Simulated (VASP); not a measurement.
Input:

```xyz
5
Lattice="4.1900 0.0000 0.0000 0.0000 4.1900 0.0000 0.0000 0.0000 4.1900" Properties=species:S:1:pos:R:3 pbc="T T T"
Ba     0.0000     0.0000     0.0000
Zr     2.0950     2.0950     2.0950
O      2.0950     0.0000     2.0950
O      0.0000     2.0950     2.0950
O      2.0950     2.0950     0.0000
```

Calculation: PBEsol GGA, VASP's PBE PAW potentials (set 64) (plane waves; VASP). Settings: 620 eV cut-off, 5×5×5 Γ-centred mesh, Gaussian smearing of 0.050 eV, potentials Ba_sv Zr_sv O.

Energy and stress use the plane-wave basis of the starting cell.

Problem. The ions, cell shape and volume at an external pressure of 5.0 GPa are relaxed. Give the cell that the relaxation ends in.

Solution. 
```xyz
5
Lattice="4.1495 0.0000 0.0000 0.0000 4.1495 0.0000 0.0000 0.0000 4.1495" Properties=species:S:1:pos:R:3 pbc="T T T"
Ba     0.0000     0.0000     0.0000
Zr     2.0747     2.0747     2.0747
O      2.0747     0.0000     2.0747
O      0.0000     2.0747     2.0747
O      2.0747     2.0747     0.0000
```
Space group Pm-3m (221), at a tolerance of 0.03 Å.

Problem. How do energy and volume change from the first to the last step?

Solution. The energy (σ→0) changes by +6.2 meV/atom and the volume by -2.9 %, in 3 ionic steps.

```
step  E(σ→0) (eV)  max force (eV/Å)  pressure (GPa)  volume (Å³)
----  -----------  ----------------  --------------  -----------
1        -43.6301             0.000           -0.10        73.56
2        -43.4476             0.000           12.90        68.68
3        -43.5989             0.000            4.95        71.45
```

The compound is BaZrO3 in the cubic perovskite structure. This run relaxes it under an external pressure of 5 GPa. Symmetry was kept, so distortions that lower it aren't found.
